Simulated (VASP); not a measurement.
Input:

```xyz
2
Lattice="3.0296 0.0000 0.0000 0.0000 3.0296 0.0000 0.0000 0.0000 3.0296" Properties=species:S:1:pos:R:3 pbc="T T T"
Ba     0.0000     0.0000     0.0000
O      1.5148     1.5148     1.5148
```

Method: PBEsol GGA, VASP's PBE PAW potentials (set 64) (plane waves; VASP). Run with 620 eV cut-off, 9×9×9 Γ-centred mesh, Gaussian smearing of 0.050 eV, potentials Ba_sv O.

Unless said otherwise, spin-orbit coupling is left out, though it shifts the bands of the heavy elements here.

Q: Predict the energy per atom (σ→0), pressure, band gap (on the k-mesh) with the smallest direct gap where there is one.

A: 
- band gap (on the k-mesh): 1.03 eV
- smallest direct gap (on the k-mesh): 1.03 eV
- energy per atom (σ→0): -5.440 eV/atom
- pressure: 44.88 GPa

The structure was generated: BaO was put into the CsCl type type (Pm-3m), which need not be its known phase. It was relaxed first under an external pressure of 45 GPa.
